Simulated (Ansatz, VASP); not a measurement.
# SiC (Moissanite 3C): VASP beside Ansatz

Aim: how closely do two programs agree when they are given the same cell, functional and k mesh? The cell is taken from a series of runs on this material, whose earlier steps may have relaxed, scaled, displaced or heated it; both programs get it as it stands.

Calculated with Ansatz 0.2.0; plane waves, with VASP 6.6.1 beside it; zone-centre phonons at LDA.

## Step 1: The starting structure

It takes space group F-43m (No. 216, cubic). Conventional cell: a = 4.329 Å, b = 4.329 Å, c = 4.329 Å, α = 90.00°, β = 90.00°, γ = 90.00°. Nearest to C lie 4 Si at 1.87 Å. Nearest to Si lie 4 C at 1.87 Å. Farther neighbours are not listed.

## Step 2: VASP: zone-centre phonons, LDA

Second derivatives magnify differences that forces hide, and they need a tight electronic threshold.

Lines of VASP's logs that name or quote its potential files are left out, and so is its time.

File INCAR:

```
SYSTEM = SiC
PREC = Accurate
ENCUT = 600
EDIFF = 1E-08
NELM = 120
ISMEAR = -1
SIGMA = 0.03
LREAL = .FALSE.
ALGO = Normal
GGA = PW92
NELECT = 7.991887
NBANDS = 9
LORBIT = 11
LWAVE = .FALSE.
LCHARG = .FALSE.
ISIF = 2
IBRION = 8
LASPH = .TRUE.
GGA_COMPAT = .FALSE.
KPAR = 2
```

File POSCAR:

```
SiC
1.0
    0.0000000000      2.1645341292      2.1645341292
    2.1645341292      0.0000000000      2.1645341292
    2.1645341292      2.1645341292      0.0000000000
C Si
1 1
Direct
    0.7500000000      0.7500000000      0.7500000000
    0.0000000000      0.0000000000      0.0000000000
```

File KPOINTS:

```
Automatic mesh
0
Gamma
36 36 36
0 0 0
```

PAW data sets: C and Si (LDA family, release 64).

The run is started by

```console
$ mpirun -np 2 vasp_std
```

Numbers of over 12 decimals in the logs are rounded to 6 here.

Log:

```text
[banner, memory and clock lines left out]
running    2 mpi-ranks, on    1 nodes
 distrk:  each k-point on    1 cores,    2 groups
 distr:  one band on    1 cores,    1 groups

 POSCAR found type information on POSCAR C Si
 POSCAR found :  2 types and       2 ions
|                                                                             |
|               ----> ADVICE to this user running VASP <----                  |
|                                                                             |
|     You enforced a specific xc type in the INCAR file but a different       |
|     [... a line on the potential file left out ...]
|     I HOPE YOU KNOW WHAT YOU ARE DOING!                                     |
|                                                                             |

 LDA part: xc-table for (Slater(with rela. corr.)+PW92), standard interpolation
 POSCAR, INCAR and KPOINTS ok, starting setup
 FFT: planning ... GRIDC
 FFT: planning ... GRID_SOFT
 FFT: planning ... GRID
 WAVECAR not read
 entering main loop
       N       E                     dE             d eps       ncg     rms          rms(c)
DAV:   1     0.383891921612E+01    0.38389E+01   -0.37772E+03 23296   0.726E+02
DAV:   2    -0.182110148747E+02   -0.22050E+02   -0.20989E+02 30781   0.118E+02
DAV:   3    -0.188040612757E+02   -0.59305E+00   -0.59105E+00 25818   0.189E+01
DAV:   4    -0.188066871303E+02   -0.26259E-02   -0.26256E-02 29146   0.149E+00
DAV:   5    -0.188066944368E+02   -0.73065E-05   -0.73064E-05 26037   0.631E-02BRMIX: very serious problems
 the old and the new charge density differ
 old charge density:     8.00000 new    7.99189
BRMIX: very serious problems
 the old and the new charge density differ
 old charge density:     8.00000 new    7.99189
    0.925E+00
DAV:   6    -0.168196061346E+02    0.19871E+01   -0.77573E+00 22936   0.146E+01    0.409E+00
DAV:   7    -0.167433025669E+02    0.76304E-01   -0.38704E-01 28510   0.422E+00    0.180E+00
DAV:   8    -0.167229603982E+02    0.20342E-01   -0.26198E-02 23415   0.117E+00    0.184E-01
DAV:   9    -0.167226309902E+02    0.32941E-03   -0.14903E-03 31846   0.254E-01    0.923E-02
DAV:  10    -0.167226420338E+02   -0.11044E-04   -0.94845E-05 23515   0.709E-02    0.286E-02
DAV:  11    -0.167226423593E+02   -0.32551E-06   -0.35137E-06 30139   0.129E-02    0.122E-02
DAV:  12    -0.167226421843E+02    0.17495E-06   -0.60025E-07 23518   0.464E-03    0.383E-04
DAV:  13    -0.167226421845E+02   -0.16280E-09   -0.24498E-08 23462   0.111E-03
   1 F= -.16722642E+02 E0= -.16722414E+02  d E =-.456311E-03
 Linear response reoptimize wavefunctions to high precision
DAV:   1    -0.167226421847E+02   -0.16553E-09   -0.10872E-09 19668   0.235E-04
DAV:   2    -0.167226421847E+02   -0.76170E-11   -0.36713E-11 11592   0.568E-05
 Linear response DOF=           2
 Linear response progress:
  Degree of freedom:   1/  2
       N       E                     dE             d eps       ncg     rms          rms(c)
RMM:   1    -0.126841489399E+00   -0.12684E+00    0.53450E-02251410   0.232E+00
RMM:   2    -0.123693428124E+00    0.31481E-02   -0.26887E-03175738   0.461E-01    0.214E-01
RMM:   3    -0.123708904924E+00   -0.15477E-04   -0.90791E-04171256   0.205E-01    0.105E-01
RMM:   4    -0.124825105665E+00   -0.11162E-02   -0.70506E-04171276   0.171E-01    0.189E-02
RMM:   5    -0.124796746190E+00    0.28359E-04   -0.93440E-06183473   0.249E-02    0.195E-03
RMM:   6    -0.124809642908E+00   -0.12897E-04   -0.16804E-07186627   0.311E-03    0.890E-04
RMM:   7    -0.124804676812E+00    0.49661E-05   -0.19304E-08189935   0.651E-04    0.110E-04
RMM:   8    -0.124805622183E+00   -0.94537E-06   -0.13967E-09190249   0.147E-04    0.317E-05
RMM:   9    -0.124805576293E+00    0.45890E-07   -0.35436E-10200853   0.410E-05    0.397E-06
RMM:  10    -0.124805598250E+00   -0.21957E-07   -0.17977E-09197352   0.145E-05    0.237E-06
RMM:  11    -0.124805596783E+00    0.14663E-08   -0.16111E-09161409   0.105E-05    0.177E-07
 first order change of Fermi-energy   0.13202E-03
 force on displaced ion       1 direction 1 : -18.015  -0.000  -0.000
 Linear response progress:
  Degree of freedom:   2/  2
       N       E                     dE             d eps       ncg     rms          rms(c)
RMM:   1    -0.163688766841E-01   -0.16369E-01   -0.73688E-03273274   0.970E-01
RMM:   2    -0.144568125615E-01    0.19121E-02   -0.59963E-04177226   0.217E-01    0.146E-01
RMM:   3    -0.143902813501E-01    0.66531E-04   -0.81693E-05179184   0.639E-02    0.822E-02
RMM:   4    -0.145468431863E-01   -0.15656E-03   -0.77750E-05175478   0.618E-02    0.987E-03
RMM:   5    -0.145329764819E-01    0.13867E-04   -0.12730E-06184179   0.986E-03    0.135E-03
RMM:   6    -0.145307824027E-01    0.21941E-05   -0.11750E-07187319   0.100E-03    0.666E-04
RMM:   7    -0.145291811272E-01    0.16013E-05   -0.70937E-08191545   0.318E-04    0.119E-04
RMM:   8    -0.145292302553E-01   -0.49128E-07   -0.48324E-09196769   0.604E-05    0.223E-05
RMM:   9    -0.145292524517E-01   -0.22196E-07   -0.77267E-10199781   0.177E-05    0.360E-06
RMM:  10    -0.145292433984E-01    0.90533E-08    0.39291E-09183921   0.724E-06    0.100E-06
 first order change of Fermi-energy   0.16938E-04
 force on displaced ion       2 direction 1 : -18.018   0.000   0.000
 Linear response finished
```

From OUTCAR (step 2):

```text
NELECT = 7.991887

 ion  position               nearest neighbor table
   1  0.750  0.750  0.750-   2 1.87   2 1.87   2 1.87   2 1.87
   2  0.000  0.000  0.000-   1 1.87   1 1.87   1 1.87   1 1.87

  LATTYP: Found a face centered cubic cell.
 ALAT       =     4.3290682584

 Subroutine GETGRP returns: Found 24 space group operations
 (whereof 24 operations were pure point group operations)

The static configuration has the point symmetry T_d .

 Found   1240 irreducible k-points:

   k-points           NKPTS =   1240   k-points in BZ     NKDIM =   1240   number of bands    NBANDS=      9

   dimension x,y,z NGX =    24 NGY =   24 NGZ =   24
   dimension x,y,z NGXF=    48 NGYF=   48 NGZF=   48

   ENCUT  =  600.0 eV  44.10 Ry    6.64 a.u.   6.11  6.11  6.11*2*pi/ulx,y,z

 k-points in reciprocal lattice and weights: Automatic mesh
   0.00000000  0.00000000  0.00000000       0.000
   0.02777778  0.00000000  0.00000000       0.000
   0.05555556  0.00000000  0.00000000       0.000
   0.08333333  0.00000000  0.00000000       0.000
   0.11111111  0.00000000  0.00000000       0.000
   0.13888889  0.00000000  0.00000000       0.000
   0.16666667  0.00000000  0.00000000       0.000
   0.19444444  0.00000000  0.00000000       0.000
   0.22222222  0.00000000  0.00000000       0.000
[...]
-0.27777778  0.50000000  0.22222222       0.000
  -0.25000000  0.50000000  0.25000000       0.000

 average (electrostatic) potential at core
       1 -48.7681       2 -81.6653

  Total       -0.0993388     -0.0993388     -0.0993388      0.0000000      0.0000000     -0.0000000
  in kB       -7.8470433     -7.8470433     -7.8470433      0.0000000      0.0000000     -0.0000000
  external PRESSURE =      -7.8470433 kB  Pullay stress =       0.0000000 kB

  energy-cutoff  :      600.00
  volume of cell :       20.28
      direct lattice vectors                 reciprocal lattice vectors
     0.000000000  2.164534129  2.164534129    -0.230996589  0.230996589  0.230996589
     2.164534129  0.000000000  2.164534129     0.230996589 -0.230996589  0.230996589
     2.164534129  2.164534129  0.000000000     0.230996589  0.230996589 -0.230996589

 POSITION                                       TOTAL-FORCE (eV/Angst)
 -----------------------------------------------------------------------------------
      3.24680      3.24680      3.24680        -0.000000     -0.000000     -0.000000
      0.00000      0.00000      0.00000         0.000000      0.000000      0.000000
 -----------------------------------------------------------------------------------
    total drift:                               -0.000000     -0.000000     -0.000000

 Eigenvectors and eigenvalues of the dynamical matrix
 ----------------------------------------------------

   1 f  =   22.877140 THz   143.741309 2PiTHz  763.099246 cm-1    94.612206 meV
             X         Y         Z           dx          dy          dz
      3.246801  3.246801  3.246801     0.000000    0.836906    0.000000
      0.000000  0.000000  0.000000     0.000000   -0.547346    0.000000

   2 f  =   22.877140 THz   143.741309 2PiTHz  763.099246 cm-1    94.612206 meV
             X         Y         Z           dx          dy          dz
      3.246801  3.246801  3.246801     0.836906    0.000000    0.000000
      0.000000  0.000000  0.000000    -0.547346    0.000000    0.000000

   3 f  =   22.877140 THz   143.741309 2PiTHz  763.099246 cm-1    94.612206 meV
             X         Y         Z           dx          dy          dz
      3.246801  3.246801  3.246801     0.000000    0.000000    0.836906
      0.000000  0.000000  0.000000     0.000000    0.000000   -0.547346

   4 f/i=    0.000788 THz     0.004951 2PiTHz    0.026281 cm-1     0.003258 meV
             X         Y         Z           dx          dy          dz
      3.246801  3.246801  3.246801    -0.547346    0.000000    0.000000
      0.000000  0.000000  0.000000    -0.836906    0.000000    0.000000

   5 f/i=    0.000788 THz     0.004951 2PiTHz    0.026281 cm-1     0.003258 meV
             X         Y         Z           dx          dy          dz
      3.246801  3.246801  3.246801     0.000000   -0.547346    0.000000
      0.000000  0.000000  0.000000     0.000000   -0.836906    0.000000

   6 f/i=    0.000788 THz     0.004951 2PiTHz    0.026281 cm-1     0.003258 meV
             X         Y         Z           dx          dy          dz
      3.246801  3.246801  3.246801     0.000000    0.000000   -0.547346
      0.000000  0.000000  0.000000     0.000000    0.000000   -0.836906

 ELASTIC MODULI CONTR FROM IONIC RELAXATION (kBar)
 Direction    XX          YY          ZZ          XY          YZ          ZX
 --------------------------------------------------------------------------------
 XX          -0.0000      0.0000      0.0000     -0.0000      0.0000     -0.0000
 YY           0.0000     -0.0000     -0.0000     -0.0000     -0.0000     -0.0000
 ZZ           0.0000     -0.0000     -0.0000      0.0000     -0.0000     -0.0000
 XY          -0.0000     -0.0000      0.0000   -380.1543     -0.0000     -0.0000
 YZ           0.0000     -0.0000     -0.0000     -0.0000   -380.1543      0.0000
 ZX          -0.0000     -0.0000     -0.0000     -0.0000      0.0000   -380.1543
 --------------------------------------------------------------------------------
```

## Step 3: Ansatz: zone-centre phonons, LDA

Ansatz runs on its PAW soft_1 files.

The same cell, functional (in two slightly different forms), mesh and smearing now go to Ansatz, which takes its cutoff from its data sets.

File input.yaml:

```yaml
crystal:
  lattice:
    - [0.0, 2.1645341292, 2.1645341292]
    - [2.1645341292, 0.0, 2.1645341292]
    - [2.1645341292, 2.1645341292, 0.0]
  atoms:
    - { symbol: C, position: [0.75, 0.75, 0.75] }
    - { symbol: Si, position: [0.0, 0.0, 0.0] }
total_charge: 0.008113
kpoints:
  mp_grid: { grid: [36, 36, 36] }
hamiltonian:
  xc: lda
  pseudopotentials: { kind: paw, azcp: { folder: soft_1 }, xc_functional: pbe }
scf:
  occupations: { method: fermi_dirac, width: 0.03 }
output:
  eigenvalues: true
phonons:
  method: dfpt
```

The run is started by

```console
$ ansatz run input.yaml --threads 4 --pin off --max-ram 16384MiB --backend cpu --events-out ev --progress --plain --runs-dir out
```

Log:

```text
zone centre: on kpoints.mp_grid the ground state, and the responses unless they are solved on pairs of k-points, stand on 3349 of the mesh's 46656 k-points, reduced under 8 symmetry operations, with k and −k counted as one. Each operation leaves every solved displacement unchanged or reverses it
Engine: ansatz 0.2.0, aarch64-unknown-linux-gnu
Pseudopotentials: kind: paw
Pseudopotential: C, paw, valence charge 4, recommended cutoff 420 eV (normal), soft_1/C.paw.azcp
Pseudopotential: Si, paw, valence charge 4, recommended cutoff 420 eV (normal), soft_1/Si.paw.azcp
Functional definition: SPW92
  exchange = slater_x
  correlation = pw_c
Crystal: 2 atoms, lattice volume = 20.283 Å³
Basis set: ecut = 420 eV, 411 PW (Γ), exchange–correlation on 48×48×48 points (8 copies of the dense FFT grid, shifted against one another)
Bands: 8, of which v1, the nominal top of the filled ones, is band 4 counted from 1 (3 counted from 0)
Symmetry: 24 space group operations
k-points: 3349 of 46656 (irreducible under 8 space group operations, time reversal used)
Non-local potential: C, projectors of the file, l = 0: 2, l = 1: 2, l = 2: 1
Non-local potential: Si, projectors of the file, l = 0: 2, l = 1: 2, l = 2: 1
PAW form: soft (Blöchl's): semilocal exchange-correlation on the pseudo side does not see the compensation charge
PAW frozen core: C, regenerated for the run's functional, and the local potential with it (the file was generated under x = pbe(κ = 0.804, μ = 0.219515), c = pbe(β = 0.066725))
PAW frozen core: Si, regenerated for the run's functional, and the local potential with it (the file was generated under x = pbe(κ = 0.804, μ = 0.219515), c = pbe(β = 0.066725))
PAW one-centre angular grid: C, 110 points (default); XC on 64 Gauss nodes
PAW one-centre angular grid: Si, 110 points (default); XC on 64 Gauss nodes
Initial density: superposition of atomic densities (chi_scale 0.1, normalization cell, long waves kept (reshape's long-wave potential 0.00 eV rms))
Initial wavefunctions: pseudopotential atomic-orbital guess
Functional: x = slater, c = lda
SCF iter   1: F=—  HF=-853.878972 eV  |F-HF|=—  |Δ(HF+E_count)|=         —  Δρ=1.41e-1  dr2=4.90e0  ethr=3.10e-3  ⟨swp⟩=6.1  Hψ=230830  notcnv=0
preconditioner: auto → none  [metal: Δε(μ)=0.012 eV  Ē_g=14.866 eV  σ=0.030 eV  W_gap=0.10  n_scr=0 (ndim 8)  ℏωp=23.3 eV  f_vac=0.000  D(μ)=0.18/eV (n_scr^D=0)]
SCF iter   2: F=—  HF=-852.388760 eV  |F-HF|=—  |Δ(HF+E_count)|=    1.49e0  Δρ=5.05e-2  dr2=3.36e-1  ethr=3.10e-3  ⟨swp⟩=3.0  Hψ=92696  notcnv=0
SCF iter   3: F=—  HF=-852.290746 eV  |F-HF|=—  |Δ(HF+E_count)|=   9.80e-2  Δρ=1.89e-2  dr2=3.78e-2  ethr=3.10e-3  ⟨swp⟩=2.3  Hψ=55932  notcnv=0
SCF iter   4: F=—  HF=-852.282105 eV  |F-HF|=—  |Δ(HF+E_count)|=   8.64e-3  Δρ=1.38e-3  dr2=1.96e-4  ethr=4.73e-4  ⟨swp⟩=2.0  Hψ=40267  notcnv=0
SCF iter   5: F=—  HF=-852.282171 eV  |F-HF|=—  |Δ(HF+E_count)|=   6.62e-5  Δρ=1.62e-4  dr2=1.71e-6  ethr=2.46e-6  ⟨swp⟩=2.3  Hψ=40023  notcnv=0
SCF iter   6: F=—  HF=-852.282173 eV  |F-HF|=—  |Δ(HF+E_count)|=   1.39e-6  Δρ=3.13e-5  dr2=8.70e-8  ethr=2.14e-8  ⟨swp⟩=2.2  Hψ=40022  notcnv=0
SCF iter   7: F=—  HF=-852.282173 eV  |F-HF|=—  |Δ(HF+E_count)|=   1.37e-7  Δρ=4.62e-6  dr2=1.58e-9  ethr=1.09e-9  ⟨swp⟩=1.3  Hψ=29230  notcnv=0
SCF iter   8: F=-852.282173 eV  HF=-852.282173 eV  |F-HF|=2.27e-13  |Δ(HF+E_count)|=  4.20e-11  Δρ=1.24e-7  dr2=1.24e-12  ethr=1.00e-12  ⟨swp⟩=4.8  Hψ=125174  notcnv=0
SCF 1 converged in 8 iterations: F = -852.282173 eV  dr2 = 1.24e-12
  greatest PAW one-centre occupation: 0.642 electrons in one spin orbital (limit 2), on the C atom at site 0 (counted from 0), in its partial waves of l = 0
DFPT response loops at Γ: preconditioner auto → Kerker (q_TF=auto, 2.336 Å⁻¹) (partly filled bands, converged f_vac=0.000); β = 1.00, the filter's whole step (`scf.mixing.beta` (0.50) is not read by the response loops under this deck's `scf.mixing.preconditioner`; to damp them name `kerker` or `kerker_dos`, under which they read `scf.mixing.beta`, and type it under 1.00, their step now; both keys bind the ground state too); Broyden in place of MSR1
SCF converged after 8 iterations
Free energy (F): -852.282173 eV
Harris-Foulkes:  -852.282173 eV  (|F-HF|=2.27e-13)
Internal energy: -852.281718 eV  (E = F + TS)
E sigma→0 (E₀):  -852.281945 eV
Entropy (-TS):   -0.000455 eV (-0.228 meV/atom)
Fermi energy:    9.450803 eV
--- Per-component energies (eV) ---
  E_band       = 28.545337
  E_kinetic    = 134.139811
  E_local      = -95.787594  (includes V_loc(G=0)·N_el)
  E_nonlocal   = 47.375812
  E_hartree    = 31.289561
  E_xc         = -105.113069
  E_vxc        = -108.999199  (∫ρ·V_xc dr)
  E_paw        = -577.646421  (= ΣΔE_a)
  E_vpaw       = -10.762661  (= ΣTr[D̂ρ^β])
  E_aug_tail   = 0.000048  (compensation charges beyond the density's cutoff)
  E_ewald      = -286.687028
  E_core_change = 0.147163  (= ΣΔE_core)
  E_smearing   = -0.000455  (= −TS)
  E_closure    = -0.000000  (closes the sum)
  E_deformation_potential = 0.149484  (in the stress; not in F)
  Σ components = -852.282173   (vs F -852.282173, Δ=0.00e0)
--- Band table (eV; the first three rows and the last of 3349) ---
  k-point 0: bands = ["-5.9827", "9.4933", "9.4933", "9.4933", "15.9922", "16.8354", "16.8354", "16.8354"]
  k-point 1: bands = ["-5.9673", "9.4065", "9.4822", "9.4822", "16.0317", "16.8428", "16.8566", "16.8566"]
  k-point 2: bands = ["-5.9211", "9.1572", "9.4495", "9.4495", "16.1196", "16.8861", "16.9179", "16.9179"]
  k-point 3348: bands = ["-0.5356", "2.4323", "4.3864", "4.7089", "14.6663", "19.0221", "19.0432", "19.2141"]
--- Phonons (Γ-DFPT): 2 representative perturbations + reference, on 3349 of 46656 k-points (Σ response iterations 6) ---
  k mesh reduced under 8 symmetry operations, with k and −k counted as one. Each operation leaves every solved displacement unchanged or reverses it
  ASR residual: 6.346e-5 → 0.000e0 eV/Å²; symmetrization residual: 1.153e-7 eV/Å²
  ASR residual per site (eV/Å²): 6.35e-5 1.08e-5
  Γ frequencies (cm⁻¹): 0.00 0.00 0.00 762.35 762.35 762.35
  non-analytic LO–TO correction: not included (Born effective charges unavailable; polar crystals: no LO–TO splitting at Γ)
```

## Step 4: Differences

Known differences besides the potentials themselves: the cutoff is 420 eV in Ansatz and 600 eV in VASP; VASP's log shows a relativistic correction to its local exchange, Ansatz's none. Total energies have different zeros and are not compared.

Both answers:

| quantity | Ansatz | VASP | difference |
| --- | --- | --- | --- |
| optical mode 1 to 3 (cm⁻¹) | 762.4 | 763.1 | -0.10 % |

Modes are paired by rising frequency, not by their patterns, so a pair may set unlike modes beside each other; they are those without the splitting of longitudinal modes. The cell carries a charge of +0.008113 e against a uniform background, so its pressure also hangs on how the neutralising background is counted, and in a defect's cell a gap may be the spacing between its levels.

## Step 5: What came out

* r.m.s. difference of the optical zone-centre modes, each program's sorted by frequency (zone-centre phonons, LDA): 0.75 cm⁻¹

In words: The r.m.s. difference of the optical zone-centre modes, each program's sorted by frequency is 0.75 cm⁻¹ (zone-centre phonons, LDA). Such differences can come from data sets, numerical settings and the points named under the comparisons, not from the functional's error against experiment.

[Lines on the potential files, build, host, timing and source positions are cut from VASP's logs without a mark.]

[Logs are printed without paths, hosts, clocks, repeated set-up lines and the standing remarks that a program may print on its own settings, such as how far it seeks lower states.]

[Hosts, paths, dates, database ids (printed as entryN), source tags and the programs' standing remarks are cut or masked in the printed files.]
